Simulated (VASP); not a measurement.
# KRh6 (Pm-3m) in VASP: single point with PBE

Aim: the single point of KRh6 with PBE.

Program: VASP 6.6.1. These are calculated values, not measurements. Logs are shortened: lines on timing, memory, paths and dates and some standing lists are left out, and cuts for length are marked.

### 1 The cell of the first run

It takes space group Pm-3m (No. 221, cubic). Conventional cell: a = 5.885 Å, b = 5.885 Å, c = 5.885 Å, α = 90.00°, β = 90.00°, γ = 90.00°. Around K (site symmetry m-3m) lie 24 Rh at 4.32 Å. Around Rh (site symmetry 4mm) lie 5 Rh at 2.32 to 2.52 Å.

The cell was built by a generator and needn't be a form met in nature.

### 2 Single point, PBE (species swapped into the GdB6 type (Pm-3m, No. 221))

Input file INCAR:

```
SYSTEM = KRh6
PREC     = Accurate       ! precision mode
ENCUT    = 520            ! plane-wave cutoff, eV
EDIFF    = 1E-6           ! SCF threshold, eV
ISMEAR   = 0              ! smearing method
SIGMA    = 0.1            ! smearing width, eV
LREAL    = .FALSE.        ! projectors in reciprocal space
LASPH    = .TRUE.         ! aspherical terms in the spheres
NELM     = 100            ! most SCF steps
ALGO     = Fast           ! electronic algorithm
ISIF     = 2              ! what is computed and relaxed
LWAVE    = .FALSE.        ! write WAVECAR
LCHARG   = .FALSE.        ! write CHGCAR
GGA      = PE             ! functional
NBANDS   = 58             ! bands
```

Input file KPOINTS:

```
regular mesh
0
G
  6 6 6
  0 0 0
```

Input file POSCAR:

```
KRh6
1.0
    5.8847454108      0.0000000000      0.0000000000
    0.0000000000      5.8847454108      0.0000000000
    0.0000000000      0.0000000000      5.8847454108
K Rh
1 6
Direct
    0.0000000000      0.0000000000      0.0000000000
    0.1969884965      0.5000000000      0.5000000000
    0.5000000000      0.5000000000      0.8030115035
    0.5000000000      0.5000000000      0.1969884965
    0.5000000000      0.1969884965      0.5000000000
    0.5000000000      0.8030115035      0.5000000000
    0.8030115035      0.5000000000      0.5000000000
```

Potentials or basis: VASP PAW PBE potentials, release 64 (K_sv, Rh_pv).

Started as:

```console
$ cat potpaw_PBE.64/K_sv/POTCAR potpaw_PBE.64/Rh_pv/POTCAR > POTCAR
$ mpirun -np 1 vasp_std > vasp.out
```

OUTCAR:

```text
SYSTEM = KRh6
   PREC = Accurate
   ENCUT = 520
   EDIFF = 1E-6
   ISMEAR = 0
   LREAL = .FALSE.
   LASPH = .TRUE.
   NELM = 100
   ISIF = 2
   GGA = PE

 ion  position               nearest neighbor table
   1  0.000  0.000  0.000-
   2  0.197  0.500  0.500-   7 2.32   4 2.52   5 2.52   6 2.52   3 2.52
   3  0.500  0.500  0.803-   4 2.32   2 2.52   5 2.52   6 2.52   7 2.52
   4  0.500  0.500  0.197-   3 2.32   2 2.52   5 2.52   6 2.52   7 2.52
   5  0.500  0.197  0.500-   6 2.32   3 2.52   4 2.52   2 2.52   7 2.52
   6  0.500  0.803  0.500-   5 2.32   3 2.52   4 2.52   2 2.52   7 2.52
   7  0.803  0.500  0.500-   2 2.32   3 2.52   4 2.52   5 2.52   6 2.52

  LATTYP: Found a simple cubic cell.
 ALAT       =     5.8847454108

  Lattice vectors:

 A1 = (   5.8847454108,   0.0000000000,   0.0000000000)
 A2 = (   0.0000000000,   5.8847454108,   0.0000000000)
 A3 = (   0.0000000000,   0.0000000000,   5.8847454108)

Analysis of symmetry for initial positions (statically):
=====================================================================
 Subroutine PRICEL returns:
 Original cell was already a primitive cell.

 Routine SETGRP: Setting up the symmetry group for a
 simple cubic supercell.

 Subroutine GETGRP returns: Found 48 space group operations
 (whereof 48 operations were pure point group operations)
 out of a pool of 48 trial point group operations.

The static configuration has the point symmetry O_h .

Analysis of symmetry for dynamics (positions and initial velocities):
=====================================================================
 Subroutine PRICEL returns:
 Original cell was already a primitive cell.

 Routine SETGRP: Setting up the symmetry group for a
 simple cubic supercell.

 Subroutine GETGRP returns: Found 48 space group operations
 (whereof 48 operations were pure point group operations)
 out of a pool of 48 trial point group operations.

The dynamic configuration has the point symmetry O_h .

 Subroutine INISYM returns: Found 48 space group operations
 (whereof 48 operations are pure point group operations),
 and found     1 'primitive' translations

----------------------------------------------------------------------------------------

                                     Primitive cell

  volume of cell :     203.7901

  direct lattice vectors                    reciprocal lattice vectors
[... 98 lines left out ...]
   ISIF   =      2    stress and relaxation
   ISYM   =      2    0-nonsym 1-usesym 2-fastsym
   POTIM  = 0.5000    time-step for ionic-motion
   TEBEG  =    0.0;   TEEND  =   0.0 temperature during run
   PSTRESS=    0.0 pullay stress
   NELECT =      99.0000    total number of electrons
   NUPDOWN=      -1.0000    fix difference up-down
   EMIN   =  10.00;   EMAX   =-10.00  energy-range for DOS
   EFERMI =   0.00;   METHOD = LEGACY
   ISMEAR =     0;   SIGMA  =   0.10  broadening in eV -4-tet -1-fermi 0-gaus
   EFERMI_NEDOS =   21; number of points for ismear=-14 and -15
   IALGO  =     68    algorithm
   IMIX   =      4    mixing-type and parameters
     AMIX     =   0.40;   BMIX     =  1.00
     AMIX_MAG =   1.60;   BMIX_MAG =  1.00
  volume/ion in A,a.u.               =      29.11       196.46
  Fermi-wavevector in a.u.,A,eV,Ry     =   1.286942  2.431967 22.534228  1.656219
  Thomas-Fermi vector in A             =   2.418986
   LORBIT       =      0    0 simple, 1 ext, 2 COOP (PROOUT), +10 PAW based schemes
   GGA     = PE    functional components
   LHFCALC =     F    Hartree Fock is set to
   AEXX    =    0.0000 exact exchange contribution
   IVDW    =     0    specifies the selected vdW correction
   LEPSILON=     F    determine dielectric tensor
   LRPA    =     F    only Hartree local field effects (RPA)
 non-spin polarized calculation
 RMM-DIIS sequential band-by-band and
 Gauss-broadening in eV      SIGMA  =   0.10
  energy-cutoff  :      520.00
  volume of cell :      203.79
 maximum number of plane-waves:      5524
 NGX is ok and might be reduce to    48
   NGX = 21   NGY = 21   NGZ = 21

 number of electron      99.0000023 magnetization

 Free energy of the ion-electron system (eV)
  ---------------------------------------------------
  ext. energy  EPLUGINS =         0.00000000
  ---------------------------------------------------
  free energy    TOTEN  =       -37.99648292 eV

  energy without entropy =      -37.94144835  energy(sigma->0) =      -37.96896563

 E-fermi :   3.0379     XC(G=0):  -8.8445

 val. band max:        3.0361051071   @ k =   0.5000   0.5000   0.0000
 cond. band min:       3.0481933568   @ k =   0.5000   0.3333   0.0000
 fundamental gap:      0.0120882496
 Fermi energy:         3.0378969933

 k-point     1 :       0.0000    0.0000    0.0000
  band No.  band energies     occupation
      1     -44.5553      2.00000
      2     -43.9710      2.00000
      3     -43.9710      2.00000
      4     -43.5708      2.00000
      5     -43.5708      2.00000
      6     -43.5708      2.00000
[... 1209 lines left out ...]
     57       4.8380      0.00000
     58       4.8380      0.00000

------------------------ aborting loop because EDIFF is reached ----------------------------------------

  FORCE on cell =-STRESS in cart. coord.  units (eV):
  Direction    XX          YY          ZZ          XY          YZ          ZX
  --------------------------------------------------------------------------------------
  -------------------------------------------------------------------------------------
  Total        0.0326093      0.0326093      0.0326093      0.0000000     -0.0000000     -0.0000000
  in kB        0.2563709      0.2563709      0.2563709      0.0000000     -0.0000000     -0.0000000
  external PRESSURE =       0.2563709 kB  Pullay stress =       0.0000000 kB

 VOLUME and BASIS-vectors are now :
 -----------------------------------------------------------------------------
  energy-cutoff  :      520.00
  volume of cell :      203.79
      direct lattice vectors                 reciprocal lattice vectors
     5.884745411  0.000000000  0.000000000     0.169930886  0.000000000  0.000000000
     0.000000000  5.884745411  0.000000000     0.000000000  0.169930886  0.000000000
     0.000000000  0.000000000  5.884745411     0.000000000  0.000000000  0.169930886

 POSITION                                       TOTAL-FORCE (eV/Angst)
 -----------------------------------------------------------------------------------
      0.00000      0.00000      0.00000        -0.000000     -0.000000     -0.000000
      1.15923      2.94237      2.94237         0.039386     -0.000000      0.000000
      2.94237      2.94237      4.72552        -0.000000     -0.000000     -0.039386
      2.94237      2.94237      1.15923        -0.000000      0.000000      0.039386
      2.94237      1.15923      2.94237        -0.000000      0.039386      0.000000
      2.94237      4.72552      2.94237        -0.000000     -0.039386     -0.000000
      4.72552      2.94237      2.94237        -0.039386      0.000000      0.000000
 -----------------------------------------------------------------------------------
    total drift:                                0.000000     -0.000000     -0.000000

  FREE ENERGIE OF THE ION-ELECTRON SYSTEM (eV)
  ---------------------------------------------------
  free  energy   TOTEN  =       -37.9964829153 eV

  energy  without entropy=      -37.9414483528  energy(sigma->0) =      -37.96896563
```

OSZICAR:

```text
N       E                     dE             d eps       ncg     rms          rms(c)
DAV:   1     0.109282666251E+04    0.10928E+04   -0.60927E+04  2824   0.171E+03
DAV:   2     0.493220728554E+01   -0.10879E+04   -0.10611E+04  2518   0.511E+02
DAV:   3    -0.377814093183E+02   -0.42714E+02   -0.40820E+02  2870   0.975E+01
[... 13 lines left out ...]
RMM:  17    -0.379964759016E+02   -0.63734E-05   -0.61486E-05  2280   0.126E-02    0.206E-03
RMM:  18    -0.379964791502E+02   -0.32486E-05   -0.32400E-05  2114   0.917E-03    0.323E-03
RMM:  19    -0.379964811064E+02   -0.19562E-05   -0.17403E-05  1983   0.717E-03    0.238E-03
RMM:  20    -0.379964823348E+02   -0.12285E-05   -0.11506E-05  1804   0.543E-03    0.179E-03
RMM:  21    -0.379964829153E+02   -0.58043E-06   -0.55115E-06  1529   0.413E-03
   1 F= -.37996483E+02 E0= -.37968966E+02  d E =-.550346E-01
```

Wall time 2.6 min (1 thread of Intel Xeon 6975P-C (Granite Rapids), shared host); peak memory 0.41 GiB.

What came out:

- Free energy: -37.9965 eV
- Pressure: 0.0 GPa
- Largest force: 0.039 eV/Å
- Band gap on the k mesh: none (metal or under the smearing width)

Forces in eV/Å, atoms in the order of the input:
```
K    0.000  0.000  0.000
Rh   0.039  0.000  0.000
Rh   0.000  0.000 -0.039
Rh   0.000  0.000  0.039
Rh   0.000  0.039  0.000
Rh   0.000 -0.039  0.000
Rh  -0.039  0.000  0.000
```
